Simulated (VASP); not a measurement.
Input for VASP

**INCAR**
```
# general
SYSTEM   =  BaTiO3
PREC     =  Accurate
ENCUT    =  400   # plane-wave cut-off (eV)
LREAL    =  .FALSE.   # projection in real space or not
LASPH    =  .TRUE.   # aspherical one-centre terms

# electronic loop
EDIFF    =  1E-6   # SCF stop (eV)
NELM     =  100   # most electronic steps
ALGO     =  Normal
LMAXMIX  =  4   # l cut-off of mixed one-centre charges

# smearing
ISMEAR   =  0   # Gaussian
SIGMA    =  0.01

# functional
GGA      =  PE

# ions
ISIF     =  2   # forces and stress, cell fixed

# output
LWAVE    =  .FALSE.
LCHARG   =  .FALSE.
```

POSCAR:
```
BaTiO3
1
    4.0693980000     0.0000000000     0.0000000000
    0.0000000000     4.0693980000     0.0000000000
    0.0000000000     0.0000000000     4.0693980000
Ba Ti O
1 1 3
Direct
  0.5000000000   0.5000000000   0.5000000000
  0.0000000000   0.0000000000   0.0000000000
  0.5000000000   0.0000000000   0.0000000000
  0.0000000000   0.5000000000   0.0000000000
  0.0000000000   0.0000000000   0.5000000000
```

**KPOINTS**
```
Automatic
0
Gamma
 4 4 4
0 0 0
```

POTCAR, in this order: Ba_sv Ti_sv O (PBE.64 set). Program: vasp_std.

### Question
Translate this PBE calculation to Ansatz.

### Answer
One equivalent input (not run):
Ansatz 0.2 input:
```yaml
crystal:
  lattice:
    - [4.0693980, 0.0000000, 0.0000000]
    - [0.0000000, 4.0693980, 0.0000000]
    - [0.0000000, 0.0000000, 4.0693980]
  atoms:
    - { symbol: Ba, position: [0.5000000, 0.5000000, 0.5000000] }
    - { symbol: Ti, position: [0.0000000, 0.0000000, 0.0000000] }
    - { symbol: O, position: [0.5000000, 0.0000000, 0.0000000] }
    - { symbol: O, position: [0.0000000, 0.5000000, 0.0000000] }
    - { symbol: O, position: [0.0000000, 0.0000000, 0.5000000] }
kpoints:
  mp_grid: { grid: [4, 4, 4] }
hamiltonian:
  xc: pbe
  pseudopotentials: { kind: paw }
scf:
  occupations: { method: gaussian, width: 0.01 }
  max_iter: 100
output: { forces: true, stress: true, eigenvalues: true }
```
Limits of the translation: each code has its own PAW files, so the cut-off isn't converted (ENCUT is set for VASP's; basis.ecutwfc is left out, and Ansatz then takes the one that its files recommend); Ansatz stops its SCF on the density residual and VASP on the energy change (EDIFF).

The structure comes from a computed database's BaTiO3 entry; how it stands against other phases isn't given here. The cell was not relaxed at this level.
